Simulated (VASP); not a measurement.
All values below come from r2SCAN meta-GGA, VASP's PBE PAW potentials (set 64) (plane waves; VASP).

VASP ran on this input.

POSCAR:
```
Ru
1
    2.4920882256    -0.0000000000    -0.0000000000
   -0.0000000000     2.4920882256    -0.0000000000
    0.0000000000     0.0000000000     2.4920882256
Ru
1
Direct
  0.0000000000   0.0000000000   0.0000000000
```

**INCAR**
```
! general
SYSTEM =Ru
PREC   =Accurate
ENCUT  =400   ! plane-wave cut-off (eV)
LREAL  =F   ! projection in real space or not
LASPH  =T

! electronic loop
EDIFF  =1E-6   ! SCF stop (eV)
NELM   =100
ALGO   =Normal
LMAXMIX=4   ! l cut-off of mixed one-centre charges
LMIXTAU=T

! smearing
ISMEAR =1   ! Methfessel-Paxton
SIGMA  =0.1   ! width (eV)

! functional
METAGGA=R2SCAN

! ions
IBRION =2
NSW    =60
ISIF   =3   ! ions, shape and volume
EDIFFG =-0.01   ! ionic stop

! output
LWAVE  =F
LCHARG =F
```

**KPOINTS**
```
Automatic mesh
0
Gamma
13 13 13
0 0 0
```

POTCAR, in this order: Ru_pv (PBE.64 set). Program: vasp_std.

The resulting files:

File OSZICAR:
```
       N       E                     dE             d eps       ncg     rms          rms(c)
DAV:   1     0.701813270370E+02    0.70181E+02   -0.78509E+03  1867   0.112E+03
DAV:   2    -0.279382594922E+02   -0.98120E+02   -0.93974E+02  1950   0.322E+02
DAV:   3    -0.293075906431E+02   -0.13693E+01   -0.13398E+01  2094   0.414E+01
DAV:   4    -0.293125618985E+02   -0.49713E-02   -0.49703E-02  2040   0.280E+00
DAV:   5    -0.293125891375E+02   -0.27239E-04   -0.27240E-04  2105   0.205E-01    0.137E+01
DAV:   6    -0.240269191411E+02    0.52857E+01   -0.58996E+00  1881   0.310E+01    0.162E+00
DAV:   7    -0.242749404891E+02   -0.24802E+00   -0.48887E-01  1884   0.807E+00    0.197E+00
DAV:   8    -0.242503601918E+02    0.24580E-01   -0.86817E-02  1896   0.285E+00    0.651E-01
DAV:   9    -0.242625020918E+02   -0.12142E-01   -0.17298E-02  1878   0.127E+00    0.121E-01
DAV:  10    -0.242625960404E+02   -0.93949E-04   -0.23489E-03  1905   0.441E-01    0.108E-01
DAV:  11    -0.242631314900E+02   -0.53545E-03   -0.10613E-03  1896   0.312E-01    0.342E-02
DAV:  12    -0.242629359967E+02    0.19549E-03   -0.26632E-04  1938   0.133E-01    0.368E-02
DAV:  13    -0.242630187741E+02   -0.82777E-04   -0.50755E-05  1902   0.786E-02    0.133E-02
DAV:  14    -0.242631218953E+02   -0.10312E-03   -0.65397E-05  1923   0.554E-02    0.201E-03
DAV:  15    -0.242631279052E+02   -0.60100E-05   -0.38644E-06  1947   0.148E-02    0.968E-04
DAV:  16    -0.242631287963E+02   -0.89107E-06   -0.57323E-07  1007   0.647E-03
   1 F= -.24263129E+02 E0= -.24263108E+02  d E =-.242631E+02
```

OUTCAR:
```
------------------------ aborting loop because EDIFF is reached ----------------------------------------
  FORCE on cell =-STRESS in cart. coord.  units (eV):
  Direction    XX          YY          ZZ          XY          YZ          ZX
  --------------------------------------------------------------------------------------
  Total        0.0000643      0.0000643      0.0000643      0.0000000     -0.0000000     -0.0000000
  in kB        0.0066564      0.0066564      0.0066564      0.0000000     -0.0000000     -0.0000000
  external PRESSURE =       0.0066564 kB  Pullay stress =       0.0000000 kB
  volume of cell :       15.48
      direct lattice vectors                 reciprocal lattice vectors
     2.492088226  0.000000000  0.000000000     0.401269903  0.000000000  0.000000000
     0.000000000  2.492088226  0.000000000     0.000000000  0.401269903  0.000000000
     0.000000000  0.000000000  2.492088226     0.000000000  0.000000000  0.401269903
 POSITION                                       TOTAL-FORCE (eV/Angst)
 -----------------------------------------------------------------------------------
      0.00000      0.00000      0.00000         0.000000      0.000000      0.000000
 -----------------------------------------------------------------------------------
    total drift:                                0.000000      0.000000      0.000000
  FREE ENERGIE OF THE ION-ELECTRON SYSTEM (eV)
  ---------------------------------------------------
  free  energy   TOTEN  =       -24.2631287963 eV

  energy  without entropy=      -24.2630653798  energy(sigma->0) =      -24.26310766

 reached required accuracy - stopping structural energy minimisation
```
(Selected blocks of OUTCAR.)

The structure was generated: Ru was put into the simple-cubic type (Pm-3m), which need not be its known phase. It was relaxed first. The start is the result of an earlier pass.
